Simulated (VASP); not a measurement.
# LiMg12 (a cell with a defect) in VASP: further runs, part 2 of 2

VASP 6.6.1. The steps go on from the part before.

**3. Relaxation of the atoms, PBEsol**

Contents of INCAR:

```
ALGO     = Normal         # electronic algorithm
EDIFF    = 1E-6           # SCF threshold, eV
EDIFFG   = -0.08          # ionic threshold
ENCUT    = 520            # plane-wave cutoff, eV
GGA      = PS             # functional
IBRION   = 2              # ionic algorithm
ISIF     = 2              # what is computed and relaxed
ISMEAR   = -1             # smearing method
LASPH    = True           # aspherical terms in the spheres
LCHARG   = False          # write CHGCAR
LREAL    = False          # projectors in reciprocal space
LWAVE    = False          # write WAVECAR
NELM     = 100            # most SCF steps
NSW      = 45             # ionic steps
PREC     = Accurate       # precision mode
SIGMA    = 0.15           # smearing width, eV
```

Contents of KPOINTS:

```
k-points
0
Gamma
  2 2 2
```

Contents of POSCAR:

```
LiMg12
1.0
    6.4200000000      0.0000000000      0.0000000000
   -4.8150000000      8.3398250000      0.0000000000
    0.0000000000      0.0000000000      5.2130400000
Mg Li
12 1
Direct
    0.0000000000      0.0000000000      0.0000000000
    0.1666667000      0.2222222000      0.5000000000
    0.0000000000      0.3333333000      0.0000000000
    0.1666667000      0.5555556000      0.5000000000
    0.0000000000      0.6666667000      0.0000000000
    0.1666667000      0.8888889000      0.5000000000
    0.5000000000      0.0000000000      0.0000000000
    0.6666667000      0.2222222000      0.5000000000
    0.5000000000      0.3333333000      0.0000000000
    0.6666667000      0.5555556000      0.5000000000
    0.5000000000      0.6666667000      0.0000000000
    0.6666667000      0.8888889000      0.5000000000
    0.0085789000      0.0091514000      0.6279308000
```

Potentials or basis: VASP PAW PBE potentials, release 64 (Mg, Li_sv).

Run with:

```console
$ cat potpaw_PBE.64/Mg/POTCAR potpaw_PBE.64/Li_sv/POTCAR > POTCAR
$ mpirun -np 1 vasp_std > vasp.out
```

OUTCAR:

```text
EDIFF = 1E-6
   EDIFFG = -0.08
   ENCUT = 520
   GGA = PS
   IBRION = 2
   ISIF = 2
   ISMEAR = -1
   LASPH = True
   LREAL = False
   NELM = 100
   NSW = 45
   PREC = Accurate

 ion  position               nearest neighbor table
   1  0.000  0.000  0.000-  13 1.94  12 3.20  12 3.20   2 3.20   2 3.20   6 3.20   6 3.20   3 3.21
                             5 3.21   9 3.21  11 3.21   7 3.21   7 3.21
   2  0.167  0.222  0.500-  13 1.90   9 3.20   9 3.20   1 3.20   1 3.20   3 3.20   3 3.20   6 3.21
                            12 3.21   8 3.21   8 3.21  10 3.21   4 3.21
   3  0.000  0.333  0.000-   8 3.20   8 3.20   2 3.20   2 3.20   4 3.20   4 3.20   1 3.21   7 3.21
                             9 3.21   9 3.21  11 3.21   5 3.21
   4  0.167  0.556  0.500-  11 3.20  11 3.20   5 3.20   5 3.20   3 3.20   3 3.20   6 3.21  12 3.21
                            10 3.21  10 3.21   8 3.21   2 3.21
   5  0.000  0.667  0.000-  10 3.20  10 3.20   6 3.20   6 3.20   4 3.20   4 3.20   1 3.21   7 3.21
                            11 3.21  11 3.21   9 3.21   3 3.21
   6  0.167  0.889  0.500-  13 2.00   7 3.20   7 3.20   5 3.20   5 3.20   1 3.20   1 3.20   2 3.21
                             4 3.21   8 3.21  10 3.21  12 3.21  12 3.21
   7  0.500  0.000  0.000-   6 3.20   6 3.20   8 3.20   8 3.20  12 3.20  12 3.20   9 3.21  11 3.21
                             3 3.21   5 3.21   1 3.21   1 3.21
   8  0.667  0.222  0.500-   3 3.20   3 3.20   7 3.20   7 3.20   9 3.20   9 3.20  12 3.21   6 3.21
                             2 3.21   2 3.21   4 3.21  10 3.21
   9  0.500  0.333  0.000-   2 3.20   2 3.20   8 3.20   8 3.20  10 3.20  10 3.20   7 3.21   1 3.21
                             3 3.21   3 3.21   5 3.21  11 3.21
  10  0.667  0.556  0.500-   5 3.20   5 3.20  11 3.20  11 3.20   9 3.20   9 3.20  12 3.21   6 3.21
                             4 3.21   4 3.21   2 3.21   8 3.21
  11  0.500  0.667  0.000-   4 3.20   4 3.20  12 3.20  12 3.20  10 3.20  10 3.20   7 3.21   1 3.21
                             5 3.21   5 3.21   3 3.21   9 3.21
  12  0.667  0.889  0.500-  13 2.02   1 3.20   1 3.20  11 3.20  11 3.20   7 3.20   7 3.20  10 3.21
                             8 3.21   2 3.21   4 3.21   6 3.21   6 3.21
  13  0.009  0.009  0.628-   2 1.90   1 1.94   6 2.00  12 2.02

  LATTYP: Found a simple monoclinic cell.
 ALAT       =     6.4200000000
 B/A-ratio  =     0.8120000000
 C/A-ratio  =     1.3228757108
 COS(beta)  =    -0.1889822286

  Lattice vectors:

 A1 = (   6.4200000000,   0.0000000000,   0.0000000000)
 A2 = (   0.0000000000,   0.0000000000,   5.2130400000)
[... 165 lines left out ...]
 non-spin polarized calculation
  energy-cutoff  :      520.00
  volume of cell :      279.11
 maximum number of plane-waves:      7532
 NGX is ok and might be reduce to    48
   NGX = 23   NGY = 35   NGZ = 19

--------------------------------------- Ionic step        1  -------------------------------------------

 number of electron      26.9999998 magnetization

 Free energy of the ion-electron system (eV)
  ---------------------------------------------------
  ext. energy  EPLUGINS =         0.00000000
  ---------------------------------------------------
  free energy    TOTEN  =       -18.04176689 eV

  energy without entropy =      -17.68123268  energy(sigma->0) =      -17.86149979

------------------------ aborting loop because EDIFF is reached ----------------------------------------

  FORCE on cell =-STRESS in cart. coord.  units (eV):
  Direction    XX          YY          ZZ          XY          YZ          ZX
  --------------------------------------------------------------------------------------
  -------------------------------------------------------------------------------------
  Total        2.5142830      6.5443151     10.3847985      0.5374717     -0.7315789     -0.0716609
  in kB       14.4325049     37.5657236     59.6108938      3.0851986     -4.1994146     -0.4113484
  external PRESSURE =      37.2030408 kB  Pullay stress =       0.0000000 kB
[... 122 lines left out ...]
  FREE ENERGIE OF THE ION-ELECTRON SYSTEM (eV)
  ---------------------------------------------------
  free  energy   TOTEN  =       -20.7220053276 eV

  energy  without entropy=      -20.3646921506  energy(sigma->0) =      -20.54334874

[... ionic steps 4 to 30 ...]

--------------------------------------- Ionic step       31  -------------------------------------------

 number of electron      27.0000005 magnetization

------------------------ aborting loop because EDIFF is reached ----------------------------------------
[... 89 lines left out ...]
--------------------------------------- Ionic step       33  -------------------------------------------

 number of electron      27.0000001 magnetization

 Free energy of the ion-electron system (eV)
  ---------------------------------------------------
  ext. energy  EPLUGINS =         0.00000000
  ---------------------------------------------------
  free energy    TOTEN  =       -21.54619878 eV

  energy without entropy =      -21.22933861  energy(sigma->0) =      -21.38776870

 E-fermi :   2.5713     XC(G=0):  -8.6151

 val. band max:        2.5599765925   @ k =   0.0000   0.5000   0.0000
 cond. band min:       2.7976343142   @ k =   0.5000   0.0000   0.0000
 fundamental gap:      0.2376577217
 Fermi energy:         2.5712918890

 k-point     1 :       0.0000    0.0000    0.0000
  band No.  band energies     occupation
      1     -43.0812      2.00000
      2      -4.2452      2.00000
      3      -2.2362      2.00000
      4      -1.9936      2.00000
      5      -0.5951      2.00000
      6      -0.5504      2.00000
[... 213 lines left out ...]
  FREE ENERGIE OF THE ION-ELECTRON SYSTEM (eV)
  ---------------------------------------------------
  free  energy   TOTEN  =       -21.5461987778 eV

  energy  without entropy=      -21.2293386147  energy(sigma->0) =      -21.38776870

 reached required accuracy - stopping structural energy minimisation
```

OSZICAR:

```text
N       E                     dE             d eps       ncg     rms          rms(c)
DAV:   1     0.468369211655E+02    0.46837E+02   -0.86167E+03   320   0.101E+03
DAV:   2    -0.113076059586E+02   -0.58145E+02   -0.55496E+02   368   0.141E+02
DAV:   3    -0.188562374374E+02   -0.75486E+01   -0.73135E+01   600   0.297E+01
[... 270 lines left out ...]
DAV:   1    -0.215450031038E+02   -0.54364E-02   -0.10181E+00   320   0.663E+00    0.602E-02
DAV:   2    -0.215461604859E+02   -0.11574E-02   -0.12970E-02   344   0.698E-01    0.356E-02
DAV:   3    -0.215461929862E+02   -0.32500E-04   -0.35571E-04   520   0.105E-01    0.195E-02
DAV:   4    -0.215461984324E+02   -0.54462E-05   -0.16948E-05   380   0.226E-02    0.484E-03
DAV:   5    -0.215461987778E+02   -0.34540E-06   -0.12634E-06   248   0.722E-03
  33 F= -.21546199E+02 E0= -.21387769E+02  d E =-.663141E-02
```

Wall time 11 min (1 thread of Intel Xeon 6975P-C (Granite Rapids), shared host); peak memory 0.39 GiB.

Results:

* Free energy: -21.5462 eV
* Energy gained by relaxing: 269.6 meV/atom
* Ionic steps: 33
* Largest force after relaxing: 0.073 eV/Å
* Band gap on the k mesh: none (metal or under the smearing width)

Forces in eV/Å, atoms in the order of the input:
```
Mg  -0.001  0.018 -0.015
Mg   0.043 -0.027  0.028
Mg  -0.012  0.016  0.053
Mg   0.008 -0.039 -0.019
Mg  -0.010 -0.010 -0.031
Mg   0.020  0.060  0.030
Mg  -0.008  0.002  0.042
Mg   0.005 -0.018  0.031
Mg  -0.002  0.010 -0.016
Mg  -0.031 -0.019 -0.064
Mg   0.037  0.002 -0.029
Mg  -0.020 -0.020 -0.015
Li  -0.029  0.025  0.005
```

The path:
| step | energy change (eV) | largest force (eV/Å) | pressure (GPa) |
| --- | --- | --- | --- |
| 1 | 0.0000 | 3.8682 | 3.72 |
| 2 | -1.7431 | 2.1741 | 2.83 |
| 3 | -2.6802 | 0.6963 | 2.70 |
| 4 | -2.7428 | 0.8014 | 2.85 |
| 5 | -2.7432 | 0.8178 | 2.87 |
| 6 | -2.8774 | 0.7042 | 2.76 |
| 7 | -3.0753 | 0.5112 | 2.68 |
| 8 | -3.0772 | 0.5289 | 2.69 |
| 9 | -3.1639 | 0.3003 | 2.66 |
| 10 | -3.2095 | 0.3546 | 2.68 |
| 11 | -3.2549 | 0.1784 | 2.63 |
| 12 | -3.2555 | 0.2214 | 2.63 |
| 13 | -3.2743 | 0.1089 | 2.61 |
| 14 | -3.2800 | 0.1827 | 2.61 |
| 15 | -3.2959 | 0.1188 | 2.57 |
| 16 | -3.3036 | 0.1963 | 2.54 |
| 17 | -3.3170 | 0.1877 | 2.54 |
| 18 | -3.3342 | 0.2432 | 2.57 |
| 19 | -3.3450 | 0.2073 | 2.56 |
| 20 | -3.3622 | 0.2105 | 2.57 |
| 21 | -3.3757 | 0.1723 | 2.55 |
| 22 | -3.4034 | 0.1612 | 2.49 |
| 23 | -3.3987 | 0.3506 | 2.47 |
| 24 | -3.4113 | 0.2358 | 2.47 |
| 25 | -3.4249 | 0.2040 | 2.45 |
| 26 | -3.4517 | 0.1846 | 2.42 |
| 27 | -3.4407 | 0.3414 | 2.46 |
| 28 | -3.4579 | 0.2044 | 2.42 |
| 29 | -3.4766 | 0.1538 | 2.41 |
| 30 | -3.4842 | 0.1382 | 2.41 |
| 31 | -3.4940 | 0.0804 | 2.41 |
| 32 | -3.4978 | 0.0922 | 2.41 |
| 33 | -3.5044 | 0.0734 | 2.40 |

Final structure:
```
CELL_PARAMETERS angstrom
6.42000 0.00000 0.00000
-4.81500 8.33982 0.00000
0.00000 0.00000 5.21304
ATOMIC_POSITIONS crystal
Mg 0.93199 0.95346 0.13357
Mg 0.26516 0.28623 0.34850
Mg 0.97930 0.32526 0.95783
Mg 0.15022 0.54440 0.50505
Mg 0.00175 0.65940 0.00415
Mg 0.17462 0.88380 0.53194
Mg 0.47798 0.99293 0.00851
Mg 0.69162 0.20629 0.45814
Mg 0.51551 0.32719 0.88914
Mg 0.70321 0.58073 0.49273
Mg 0.46927 0.63160 0.02475
Mg 0.60966 0.85302 0.56573
Li 0.03828 0.09817 0.70789
```

Caveat: the k mesh is coarse (spacing up to 0.60 Å⁻¹), so the values aren't converged; the cutoff is under 1.25 times the usual one of these potentials, so pressure, stress and relaxed cells hold a basis-set (Pulay) error; the PAW data sets were made with another functional, which shifts forces and pressure a little; the relaxation stopped at a loose force limit of 0.08 eV/Å, so its end isn't a converged minimum.
